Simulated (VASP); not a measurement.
Input:

```
CdS
1.0
    0.00000     2.72526     2.72526
    2.72526     0.00000     2.72526
    2.72526     2.72526     0.00000
S Cd
1 1
Direct
  0.00000   0.00000   0.00000
  0.50000   0.50000   0.50000
```

The numbers are results of r2SCAN meta-GGA with spin-orbit coupling, VASP's PBE PAW potentials (set 64) (plane waves; VASP), not measurements. Run with 400 eV cut-off, 8×8×8 Γ-centred mesh, Gaussian smearing of 0.050 eV, potentials S Cd.

### Question
What does the run give for the energy per atom (σ→0), band gap (over mesh and band path) with the smallest direct gap where there is one?

### Answer

```yaml
band gap (over mesh and band path): 0.72 eV
smallest direct gap (over mesh and band path): 2.32 eV
energy per atom (σ→0): -1425.4 kJ/mol of atoms
```

Total energies compare only between runs with the same potentials, cut-off and functional.

The structure was generated: CdS was put into the rocksalt type (Fm-3m), which need not be its known phase. It was relaxed first, which changed the volume by +11 %.
